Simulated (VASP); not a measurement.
Input for VASP

INCAR:
```
SYSTEM = LaB6
PREC = Accurate; ENCUT = 620; LREAL = .False.
LASPH = .True.
EDIFF = 1E-6; NELM = 100; ALGO = Normal
LMAXMIX = 6
ISMEAR = 1; SIGMA = 0.1
GGA = PS
IBRION = 2; NSW = 40; ISIF = 3
EDIFFG = -0.02; PSTRESS = 50
LWAVE = .False.; LCHARG = .False.
```

KPOINTS:
```
Automatic mesh
0
Gamma
8 8 8
0 0 0
```

**POSCAR**
```
LaB6
1
    4.0942855905     0.0000000000     0.0000000000
   -0.0000000000     4.0942855905     0.0000000000
    0.0000000000    -0.0000000000     4.0942855905
La B
1 6
Direct
  0.0000000000   0.0000000000   0.0000000000
  0.8007553431   0.5000000000   0.5000000000
  0.5000000000   0.1992446569   0.5000000000
  0.5000000000   0.8007553431   0.5000000000
  0.1992446569   0.5000000000   0.5000000000
  0.5000000000   0.5000000000   0.8007553431
  0.5000000000   0.5000000000   0.1992446569
```

POTCAR, in this order: La B (PBE.64 set). Program: vasp_std.

Write an equivalent input for Ansatz.

One equivalent input (not run):
Ansatz 0.2 input:
```yaml
crystal:
  lattice:
    - [4.0942856, 0.0000000, 0.0000000]
    - [0.0000000, 4.0942856, 0.0000000]
    - [0.0000000, 0.0000000, 4.0942856]
  atoms:
    - { symbol: La, position: [0.0000000, 0.0000000, 0.0000000] }
    - { symbol: B, position: [0.8007553, 0.5000000, 0.5000000] }
    - { symbol: B, position: [0.5000000, 0.1992447, 0.5000000] }
    - { symbol: B, position: [0.5000000, 0.8007553, 0.5000000] }
    - { symbol: B, position: [0.1992447, 0.5000000, 0.5000000] }
    - { symbol: B, position: [0.5000000, 0.5000000, 0.8007553] }
    - { symbol: B, position: [0.5000000, 0.5000000, 0.1992447] }
kpoints:
  mp_grid: { grid: [8, 8, 8] }
hamiltonian:
  xc: pbesol
  pseudopotentials: { kind: paw }
scf:
  occupations: { method: methfessel_paxton, width: 0.1 }
  max_iter: 100
relax:
  max_steps: 40
  f_tol: 0.02
  cell: { p_target: 5 }
output: { forces: true, stress: true, eigenvalues: true }
```
What does not carry over: each code has its own PAW files, so the cut-off isn't converted (ENCUT is set for VASP's; basis.ecutwfc is left out, and Ansatz then takes the one that its files recommend); Ansatz stops its SCF on the density residual and VASP on the energy change (EDIFF).

The compound is LaB6 in the cab6 structure. It was relaxed first under an external pressure of 5 GPa.
